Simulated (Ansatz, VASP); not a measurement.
## WS2 (Tungstenite): VASP beside Ansatz

One calculation is typed for both programs; each brings its own data sets. How far apart do they land? The cell is taken from a series of runs on this material, whose earlier steps may have relaxed, scaled, displaced or heated it; both programs get it as it stands.

Method: plane waves, with VASP 6.6.1 beside it; single point at HSE06 with D3(BJ), in Ansatz 0.2.0.

### Step 1. Set-up

Symmetry: P6_3/mmc, No. 194, hexagonal system. Conventional cell: a = 3.180 Å, b = 3.180 Å, c = 12.500 Å, α = 90.00°, β = 90.00°, γ = 120.00°. Nearest to W lie 6 S at 2.41 Å. S has 3 W at 2.41 Å nearest. Farther neighbours and most contacts between anions are not listed.

Coordinates:

```
W S
1.0
     3.18000    0.00000    0.00000
    -1.59000    2.75396    0.00000
     0.00000    0.00000   12.50000
W S
2 4
Direct
  0.33333 0.66667 0.25000
  0.66667 0.33333 0.75000
  0.33333 0.66667 0.62500
  0.66667 0.33333 0.12500
  0.33333 0.66667 0.87500
  0.66667 0.33333 0.37500
```

### Step 2. VASP: single point, HSE06 with D3(BJ)

A single point gives forces, pressure and levels at one fixed geometry, so differences don't come from the geometry; what else differs is listed under the comparison.

Lines of VASP's logs that name or quote its potential files are left out, and so is its time.

The run reads the wave functions of an earlier VASP run, which isn't shown here.

INCAR reads:

```
SYSTEM = WS2
PREC = Accurate
ENCUT = 400
EDIFF = 1E-06
NELM = 100
ISMEAR = 0
SIGMA = 0.01
LREAL = .FALSE.
ALGO = Normal
LHFCALC = .TRUE.
AEXX = 0.25
GGA = PE
HFSCREEN = 0.208
IVDW = 12
VDW_S6 = 1
VDW_S8 = 2.31
VDW_A1 = 0.383
VDW_A2 = 5.685
LASPH = .TRUE.
NBANDS = 24
PRECFOCK = Fast
LORBIT = 11
LWAVE = .FALSE.
LCHARG = .FALSE.
KPAR = 4
NCORE = 2
ISIF = 2
```

POSCAR reads:

```
WS2
1.0
    3.1800000000      0.0000000000      0.0000000000
   -1.5900000000      2.7539607840      0.0000000000
    0.0000000000      0.0000000000     12.5000000000
W S
2 4
Direct
    0.3333333333      0.6666666667      0.2500000000
    0.6666666667      0.3333333333      0.7500000000
    0.3333333333      0.6666666667      0.6250000000
    0.6666666667      0.3333333333      0.1250000000
    0.3333333333      0.6666666667      0.8750000000
    0.6666666667      0.3333333333      0.3750000000
```

KPOINTS reads:

```
Automatic mesh
0
Gamma
4 4 2
0 0 0
```

The projector-augmented-wave data sets are W and S (PBE family, release 64).

Run with:

```
> mpirun -np 8 vasp_std
```

Numbers of over 12 decimals in the logs are rounded to 6 here.

What it wrote:

```text
[banner, memory and clock lines left out]
running    8 mpi-ranks, on    1 nodes
 distrk:  each k-point on    2 cores,    4 groups
 distr:  one band on    2 cores,    1 groups

 POSCAR found type information on POSCAR W S
 POSCAR found :  2 types and       6 ions
 LDA part: xc-table for (Slater+PW92), standard interpolation
 found WAVECAR, reading the header
 POSCAR, INCAR and KPOINTS ok, starting setup
 FFT: planning ... GRIDC
 FFT: planning ... GRID_SOFT
 FFT: planning ... GRID
 reading WAVECAR
 the WAVECAR file was read successfully
 initial charge from wavefunction
 entering main loop
       N       E                     dE             d eps       ncg     rms          rms(c)
DAV:   1    -0.565203417559E+02   -0.56520E+02   -0.18381E+00   400   0.144E+01    0.124E+01
DAV:   2    -0.565163036484E+02    0.40381E-02   -0.57827E-02   432   0.132E+00    0.724E+00
DAV:   3    -0.565145393870E+02    0.17643E-02   -0.14518E-02   496   0.644E-01    0.421E+00
DAV:   4    -0.565133444491E+02    0.11949E-02   -0.16857E-03   480   0.255E-01    0.253E+00
DAV:   5    -0.565131465060E+02    0.19794E-03   -0.12934E-03   480   0.174E-01    0.150E+00
DAV:   6    -0.565131184584E+02    0.28048E-04   -0.16978E-04   456   0.879E-02    0.846E-01
DAV:   7    -0.565131089783E+02    0.94801E-05   -0.49177E-05   520   0.413E-02    0.490E-01
DAV:   8    -0.565131092354E+02   -0.25714E-06   -0.82038E-06   488   0.162E-02
   1 F= -.59541032E+02 E0= -.59541032E+02  d E =-.344275E-15
```

OUTCAR, selected parts (step 2):

```text
ion  position               nearest neighbor table
   1  0.333  0.667  0.250-   4 2.41   6 2.41   4 2.41   6 2.41   4 2.41   6 2.41
   2  0.667  0.333  0.750-   3 2.41   5 2.41   3 2.41   5 2.41   3 2.41   5 2.41
   3  0.333  0.667  0.625-   2 2.41   2 2.41   2 2.41
   4  0.667  0.333  0.125-   1 2.41   1 2.41   1 2.41
   5  0.333  0.667  0.875-   2 2.41   2 2.41   2 2.41
   6  0.667  0.333  0.375-   1 2.41   1 2.41   1 2.41

  LATTYP: Found a hexagonal cell.
 ALAT       =     3.1800000000
 C/A-ratio  =     3.9308176101

 Subroutine GETGRP returns: Found 24 space group operations
 (whereof 12 operations were pure point group operations)

The static configuration has the point symmetry D_3d.
 The point group associated with its full space group is D_6h.

 Found      8 irreducible k-points:

   k-points           NKPTS =      8   k-points in BZ     NKDIM =     32   number of bands    NBANDS=     24

   dimension x,y,z NGX =    24 NGY =   24 NGZ =   84
   dimension x,y,z NGXF=    48 NGYF=   48 NGZF=  168

   ENCUT  =  400.0 eV  29.40 Ry    5.42 a.u.   5.19  5.19 20.38*2*pi/ulx,y,z

   NELECT =      36.0000    total number of electrons

 k-points in reciprocal lattice and weights: Automatic mesh
   0.00000000  0.00000000  0.00000000       0.031
   0.25000000  0.00000000  0.00000000       0.188
   0.50000000  0.00000000  0.00000000       0.094
   0.25000000  0.25000000  0.00000000       0.188
   0.00000000  0.00000000  0.50000000       0.031
   0.25000000  0.00000000  0.50000000       0.188
   0.50000000  0.00000000  0.50000000       0.094
   0.25000000  0.25000000  0.50000000       0.188

  exchange ACFDT corr.  =         0.00000000  see jH, gK, PRB 81, 115126

 average (electrostatic) potential at core
       1 -36.1687       2 -36.1687       3 -82.5603       4 -82.5603       5 -82.5603
       6 -82.5603

 E-fermi :   5.7196

 k-point     1 :       0.0000    0.0000    0.0000
  band No.  band energies     occupation
    ...
     14       3.1967      2.00000
     15       3.1967      2.00000
     16       3.8438      2.00000
     17       4.5024      2.00000
     18       5.6677      2.00000
     19       8.6523      0.00000
     20       8.6531      0.00000
     21       8.6628      0.00000
     22       8.6647      0.00000
     23       8.7058      0.00000
    ...

 k-point     2 :       0.2500    0.0000    0.0000
  band No.  band energies     occupation
    ...
     14       2.6959      2.00000
     15       2.7581      2.00000
     16       3.5037      2.00000
     17       3.9592      2.00000
     18       4.0737      2.00000
     19       7.6594      0.00000
     20       8.1282      0.00000
     21       8.3313      0.00000
     22       8.5904      0.00000
     23       8.7920      0.00000
    ...

 k-point     3 :       0.5000    0.0000    0.0000
  band No.  band energies     occupation
    ...
     14       2.5799      2.00000
     15       3.4140      2.00000
     16       3.5880      2.00000
     17       3.7899      2.00000
     18       3.9696      2.00000
     19       8.5349      0.00000
     20       8.5785      0.00000
     21       8.9134      0.00000
     22       9.1543      0.00000
     23       9.6497      0.00000
    ...

 Edisp (eV)   -3.02792

  Total      -6.39221    -6.39221    -5.43272     0.00000     0.00000    -0.00000
  in kB     -93.55498   -93.55498   -79.51201     0.00000     0.00000    -0.00000
  external pressure =      -88.87 kB  Pullay stress =        0.00 kB

  energy-cutoff  :      400.00
  volume of cell :      109.47
      direct lattice vectors                 reciprocal lattice vectors
     3.180000000  0.000000000  0.000000000     0.314465409  0.181556688  0.000000000
    -1.590000000  2.753960784  0.000000000     0.000000000  0.363113377  0.000000000
     0.000000000  0.000000000 12.500000000     0.000000000  0.000000000  0.080000000

 POSITION                                       TOTAL-FORCE (eV/Angst)
 -----------------------------------------------------------------------------------
     -0.00000      1.83597      3.12500        -0.000000      0.000000      0.000000
      1.59000      0.91799      9.37500         0.000000     -0.000000      0.000000
     -0.00000      1.83597      7.81250        -0.000000      0.000000      0.574810
      1.59000      0.91799      1.56250         0.000000     -0.000000      0.574810
     -0.00000      1.83597     10.93750        -0.000000      0.000000     -0.574810
      1.59000      0.91799      4.68750         0.000000     -0.000000     -0.574810
 -----------------------------------------------------------------------------------
    total drift:                               -0.000001     -0.000002      0.000049

  FREE ENERGIE OF THE ION-ELECTRON SYSTEM (eV)
  ---------------------------------------------------
  free  energy   TOTEN  =       -59.5410323053 eV

  energy  without entropy=      -59.5410323053  energy(sigma->0) =      -59.54103231

 total charge
# of ion       s       p       d       tot
------------------------------------------
    1        0.651   0.724   4.451   5.826
    2        0.651   0.724   4.451   5.826
    3        1.355   2.363   0.000   3.719
    4        1.355   2.363   0.000   3.719
    5        1.355   2.363   0.000   3.719
    6        1.355   2.363   0.000   3.719
--------------------------------------------------
tot          6.723  10.902   8.902  26.527

[... 3 further parts left out ...]
```

The k-mesh is coarse for exact exchange; levels may shift by about 0.1 eV on a finer one.

### Step 3. Ansatz: single point, HSE06 with D3(BJ)

Ansatz runs on PAW files that the input asks for by source.

The same cell, functional and mesh now go to Ansatz, which takes its cutoff from its data sets.

input.yaml reads:

```yaml
crystal:
  lattice:
    - [3.18, 0.0, 0.0]
    - [-1.59, 2.753960784, 0.0]
    - [0.0, 0.0, 12.5]
  atoms:
    - { symbol: W, position: [0.3333333333, 0.6666666667, 0.25] }
    - { symbol: W, position: [0.6666666667, 0.3333333333, 0.75] }
    - { symbol: S, position: [0.3333333333, 0.6666666667, 0.625] }
    - { symbol: S, position: [0.6666666667, 0.3333333333, 0.125] }
    - { symbol: S, position: [0.3333333333, 0.6666666667, 0.875] }
    - { symbol: S, position: [0.6666666667, 0.3333333333, 0.375] }
kpoints:
  mp_grid: { grid: [4, 4, 2] }
hamiltonian:
  xc: hse06
  pseudopotentials: { kind: paw, source: ansatz }
  dispersion: d3bj
scf:
  occupations: { method: fixed }
  n_extra_bands: 6
  convergence: { dr2_threshold: 1.0e-09 }
output:
  eigenvalues: true
```

Run with:

```
> ansatz run input.yaml --threads 16 --pin off --max-ram 73728MiB --backend cpu --events-out ev --progress --plain --runs-dir out
```

What it wrote:

```text
scf.n_extra_bands = 6 over 40 filled bands (N_el = 80.0): the run solves 46 bands
Engine: ansatz 0.2.0, aarch64-unknown-linux-gnu
Pseudopotentials: kind: paw
Pseudopotential: W, paw, valence charge 28, recommended cutoff 760 eV (normal), W.paw.azcp
Pseudopotential: S, paw, valence charge 6, recommended cutoff 510 eV (normal), S.paw.azcp
Functional definition: HSE06
  parameter a = 0.25
  parameter omega = 0.11/bohr
  exchange = pbe_x - a*pbe_x_sr(omega) + a*exact_x_sr(omega)
  correlation = pbe_c
davidson cushion auto → on  (no smearing: the cushion is to keep the highest requested band from converging to the state above it; pin scf.eigensolver.cushion to override)
Crystal: 6 atoms, lattice volume = 109.470 Å³
Basis set: ecut = 760 eV, 5163 PW (Γ)
Bands: 46, of which v1, the nominal top of the filled ones, is band 40 counted from 1 (39 counted from 0)
Symmetry: 24 space group operations
Space group: P63/mmc (ITA 194), of the structure as read, at distance tolerance 4.8e-5 Å
k-points: 8 of 32
Non-local potential: W, projectors of the file, l = 0: 3, l = 1: 3, l = 2: 2, l = 3: 3
Non-local potential: S, projectors of the file, l = 0: 2, l = 1: 2, l = 2: 2
PAW form: soft (Blöchl's): semilocal exchange-correlation on the pseudo side does not see the compensation charge
PAW frozen core: W, regenerated for the run's functional, and the local potential with it (the file was generated under x = pbe(κ = 0.804, μ = 0.219515), c = pbe(β = 0.066725))
PAW frozen core: S, regenerated for the run's functional, and the local potential with it (the file was generated under x = pbe(κ = 0.804, μ = 0.219515), c = pbe(β = 0.066725))
PAW one-centre angular grid: W, 590 points (default); XC on 96 Gauss nodes
PAW one-centre angular grid: S, 110 points (default); XC on 64 Gauss nodes
Initial density: superposition of atomic densities (chi_scale 0.1, normalization cell, long waves kept (reshape's long-wave potential 0.04 eV rms))
Initial wavefunctions: pseudopotential atomic-orbital guess
Functional: x = pbe(κ = 0.804, μ = 0.219515), c = pbe(β = 0.066725), warm-up for x = pbe(κ = 0.804, μ = 0.219515) + 0.25 (exact − pbe) at short range (hse, ω = 0.207870 Å⁻¹), c = pbe(β = 0.066725); HSE06 as pw.x's `hse` composes it (authors' and Libxc's form: `xc: wpbeh`)
SCF iter   1: F=—  HF=-39378.852599 eV  |F-HF|=—  |Δ(HF+E_count)|=         —  Δρ=3.89e-2  dr2=2.88e0  ethr=1.00e-1  ⟨swp⟩=4.4  Hψ=1043  notcnv=0
preconditioner: auto → none  [insulator: Δε(μ)=1.347 eV  Ē_g=18.351 eV  n_scr=40 (ndim 8)  ℏωp=28.4 eV  f_vac=0.033]
SCF iter   2: F=—  HF=-39379.028380 eV  |F-HF|=—  |Δ(HF+E_count)|=   1.76e-1  Δρ=3.23e-2  dr2=3.27e0  ethr=3.59e-3  ⟨swp⟩=5.2  Hψ=1077  notcnv=0
SCF iter   3: F=—  HF=-39378.706049 eV  |F-HF|=—  |Δ(HF+E_count)|=   3.22e-1  Δρ=2.07e-2  dr2=1.25e0  ethr=3.59e-3  ⟨swp⟩=4.0  Hψ=945  notcnv=0
SCF iter   4: F=—  HF=-39378.531727 eV  |F-HF|=—  |Δ(HF+E_count)|=   1.74e-1  Δρ=8.42e-3  dr2=1.60e-1  ethr=1.56e-3  ⟨swp⟩=2.5  Hψ=823  notcnv=0
iter 5 solved again at ethr=6.50e-6 eV; its pass at ethr=2.00e-4 eV (dr2=5.20e-3 eV) is discarded
SCF iter   5: F=—  HF=-39378.510427 eV  |F-HF|=—  |Δ(HF+E_count)|=   2.13e-2  Δρ=1.92e-3  dr2=4.79e-3  ethr=6.50e-6  ⟨swp⟩=4.6  Hψ=1850  notcnv=0  defer=1
SCF iter   6: F=-39378.509908 eV  HF=-39378.509938 eV  |F-HF|=2.99e-5  |Δ(HF+E_count)|=   4.89e-4  Δρ=3.59e-4  dr2=9.13e-5  ethr=5.99e-6  ⟨swp⟩=3.1  Hψ=861  notcnv=0  defer=1
SCF 1 stopped early in 6 iterations: F = -39378.509908 eV  dr2 = 9.13e-5
  greatest PAW one-centre occupation: 0.998 electrons in one spin orbital (limit 2), on the W atom at site 1 (counted from 0), in its partial waves of l = 3
Initial density: handed on by an earlier stage of this run
Initial wavefunctions: those handed on with the density
Functional: x = pbe(κ = 0.804, μ = 0.219515) + 0.25 (exact − pbe) at short range (hse, ω = 0.207870 Å⁻¹), c = pbe(β = 0.066725); HSE06 as pw.x's `hse` composes it (authors' and Libxc's form: `xc: wpbeh`)
Exchange kernel: α = 0.2500, screened, ω = 0.2079 Å⁻¹, Wigner–Seitz truncation, v(0) = 1002.6263 eV·Å³, q-mesh 4×4×2, nearest image of the exchange supercell L = 12.72 Å, pair-density grid 18×18×72, without the augmentation charges, whose exchange is taken in its separable form by FFT convolution over the k-point mesh (sized by the pseudopotential files, 25×25×120 at the most), smooth part of the exact exchange by density-matrix convolution
Frozen-core exchange: fock
SCF iter   1: F=—  HF=-39381.815431 eV  |F-HF|=—  |Δ(HF+E_count)|=         —  Δρ=9.25e-3  dr2=6.80e-2  ethr=1.14e-6  ⟨swp⟩=7.1  Hψ=1992  notcnv=0
preconditioner: auto → none  [insulator: Δε(μ)=1.912 eV  Ē_g=9.861 eV  n_scr=40 (ndim 8)  ℏωp=21.3 eV  f_vac=0.070]
SCF iter   2: F=—  HF=-39381.762662 eV  |F-HF|=—  |Δ(HF+E_count)|=   5.28e-2  Δρ=2.23e-3  dr2=1.78e-2  ethr=1.14e-6  ⟨swp⟩=4.1  Hψ=1492  notcnv=0
SCF iter   3: F=—  HF=-39381.759332 eV  |F-HF|=—  |Δ(HF+E_count)|=   3.33e-3  Δρ=5.12e-4  dr2=1.96e-3  ethr=1.14e-6  ⟨swp⟩=4.6  Hψ=1264  notcnv=0
[...]
SCF iter   5: F=—  HF=-39381.781103 eV  |F-HF|=—  |Δ(HF+E_count)|=   6.59e-4  Δρ=1.28e-4  dr2=1.12e-4  ethr=1.84e-7  ⟨swp⟩=4.0  Hψ=1264  notcnv=0
SCF iter   6: F=—  HF=-39381.781692 eV  |F-HF|=—  |Δ(HF+E_count)|=   5.90e-4  Δρ=2.31e-4  dr2=7.01e-5  ethr=3.66e-8  ⟨swp⟩=4.8  Hψ=1300  notcnv=0
SCF iter   7: F=-39381.781673 eV  HF=-39381.781674 eV  |F-HF|=4.14e-7  |Δ(HF+E_count)|=   1.85e-5  Δρ=1.69e-5  dr2=3.86e-6  ethr=3.66e-8  ⟨swp⟩=3.0  Hψ=982  notcnv=0
SCF 2 stopped early in 7 iterations: F = -39381.781673 eV  dr2 = 3.86e-6
hybrid outer 1: dexx = +2.570e-2 eV, tail = 3.10e-4 eV
Exchange kernel: α = 0.2500, screened, ω = 0.2079 Å⁻¹, Wigner–Seitz truncation, v(0) = 1002.6263 eV·Å³, q-mesh 4×4×2, nearest image of the exchange supercell L = 12.72 Å, pair-density grid 18×18×72, without the augmentation charges, whose exchange is taken in its separable form by FFT convolution over the k-point mesh (sized by the pseudopotential files, 25×25×120 at the most), smooth part of the exact exchange by density-matrix convolution
Frozen-core exchange: fock
SCF iter   1: F=—  HF=-39381.781352 eV  |F-HF|=—  |Δ(HF+E_count)|=         —  Δρ=8.08e-5  dr2=2.47e-5  ethr=1.94e-6  ⟨swp⟩=2.0  Hψ=816  notcnv=0
preconditioner: auto → none  [insulator: Δε(μ)=1.950 eV  Ē_g=9.822 eV  n_scr=40 (ndim 8)  ℏωp=21.3 eV  f_vac=0.073]
iter 2 solved again at ethr=1.81e-9 eV; its pass at ethr=2.33e-8 eV (dr2=1.45e-6 eV) is discarded
SCF iter   2: F=—  HF=-39381.781351 eV  |F-HF|=—  |Δ(HF+E_count)|=   9.80e-7  Δρ=3.13e-5  dr2=1.68e-6  ethr=1.81e-9  ⟨swp⟩=3.1  Hψ=1896  notcnv=0
SCF iter   3: F=—  HF=-39381.781352 eV  |F-HF|=—  |Δ(HF+E_count)|=   7.57e-7  Δρ=1.17e-5  dr2=2.72e-7  ethr=1.81e-9  ⟨swp⟩=3.8  Hψ=1017  notcnv=0
SCF iter   4: F=—  HF=-39381.781351 eV  |F-HF|=—  |Δ(HF+E_count)|=   7.70e-8  Δρ=1.62e-6  dr2=1.56e-8  ethr=2.54e-10  ⟨swp⟩=3.4  Hψ=1022  notcnv=0
SCF iter   5: F=—  HF=-39381.781352 eV  |F-HF|=—  |Δ(HF+E_count)|=   8.23e-8  Δρ=4.10e-6  dr2=5.40e-8  ethr=2.70e-12 (applied; sched 2.36e-12)  ⟨swp⟩=6.0  Hψ=1445  notcnv=0
SCF iter   6: F=-39381.781352 eV  HF=-39381.781352 eV  |F-HF|=8.15e-10  |Δ(HF+E_count)|=   1.06e-8  Δρ=6.77e-7  dr2=7.39e-10  ethr=2.51e-12 (applied; sched 2.36e-12)  ⟨swp⟩=5.0  Hψ=1315  notcnv=0
SCF 3 converged in 6 iterations: F = -39381.781352 eV  dr2 = 7.39e-10
hybrid outer 2: dexx = +1.385e-6 eV, tail = 2.33e-8 eV, Δε = 3.78e-3 eV (about 9.13e-5 eV left of the loop's levels)
hybrid SCF converged: 2 outer / 13 inner (+6 warm-up), last move |dexx| = 1.38e-6 eV, tail = 2.33e-8 eV
Stability not checked: this state was not tested for a lower state beside it, because the functional holds exact exchange (a hybrid, or Hartree-Fock), whose exchange loop this test does not read (fock_operator; see scf.lower_state_search)
Free energy (F): -39381.781352 eV
Frozen-core exchange: fock
Harris-Foulkes:  -39381.781352 eV  (|F-HF|=8.15e-10)
Internal energy: -39381.781352 eV  (E = F + TS)
E sigma→0 (E₀):  -39381.781352 eV
Fermi energy:    12.445503 eV
--- Per-component energies (eV) ---
  E_band       = -983.517726
  E_kinetic    = 1957.354077
  E_local      = -28318.848565  (includes V_loc(G=0)·N_el)
  E_nonlocal   = 3546.910393
  E_hartree    = 10448.369057
  E_xc         = -690.211675
  E_vxc        = -771.028710  (∫ρ·V_xc dr)
  E_exx        = -310.947017  (= α·E_x^exact, valence–valence)
  E_paw        = -17360.562486  (= ΣΔE_a)
  E_vpaw       = 2327.250061  (= ΣTr[D̂ρ^β])
  E_aug_tail   = -0.000076  (compensation charges beyond the density's cutoff)
  E_ewald      = -8650.544608
  E_disp       = -3.028551  (pairwise vdW)
  E_core_change = -0.271901  (= ΣΔE_core)
  E_smearing   = -0.000000  (= −TS)
  E_closure    = 0.000000  (closes the sum)
  Σ components = -39381.781352   (vs F -39381.781352, Δ=0.00e0)
--- Band table (eV; the first three rows and the last of 8) ---
  k-point 0: bands = [... 36 lower, 9.9107, 10.5450, 11.2623, 12.4455, 15.3802, 15.3802, 15.3876, 15.3876, ... 2 higher]
  k-point 1: bands = [... 36 lower, 9.8865, 9.8865, 12.0953, 12.0953, 15.3734, 15.3734, 15.3734, 15.3734, ... 2 higher]
  k-point 2: bands = [... 36 lower, 9.4768, 10.2287, 10.7097, 10.8236, 14.3958, 14.8732, 15.0743, 15.3407, ... 2 higher]
  k-point 7: bands = [... 36 lower, 9.4390, 9.4390, 11.0809, 11.0809, 14.7416, 14.7416, 15.7000, 15.7000, ... 2 higher]
```

### Step 4. Comparison

Known differences besides the potentials themselves: exact exchange at q = 0 is treated differently, which shows on coarse meshes; VASP keeps PBE cores, Ansatz makes them for the functional; fixed occupations in Ansatz, narrow Gaussian smearing in VASP; the data sets hold 80 valence electrons in Ansatz (on PAW files that the input asks for by source) and 36 in VASP; the cutoff is 760 eV in Ansatz and 400 eV in VASP; VASP takes a coarser grid for exact exchange (PRECFOCK = Fast). Total energies have different zeros and are not compared.

The two programs side by side:

```
              quantity  Ansatz   VASP  difference
gap on the k mesh (eV)   1.950  1.992      -0.041
```

A gap on the mesh is an upper bound, since the band edges may lie between its points; neither run holds spin-orbit coupling, which can move the band edges of a compound of W.

### Step 5. Results

| Property | Result |
| --- | --- |
| difference in gap on the k mesh (single point, HSE06 with D3(BJ)) | -0.041 eV |

What this shows: The difference in gap on the k mesh is -0.041 eV (single point, HSE06 with D3(BJ)), within the 0.08 eV picked in this series as the mark of a large difference. The data sets hold unlike numbers of valence electrons (80 in Ansatz and 36 in VASP), so part of the differences comes from the potentials. How closely two codes agree says nothing of how well the functional describes the real material.

[Lines on the potential files, build, host, timing and source positions are cut from VASP's logs without a mark.]

[Logs are printed without paths, hosts, clocks, repeated set-up lines and the standing remarks that a program may print on its own settings, such as how far it seeks lower states.]

[Hosts, paths, dates, database ids (printed as entryN), source tags and the programs' standing remarks are cut or masked in the printed files.]
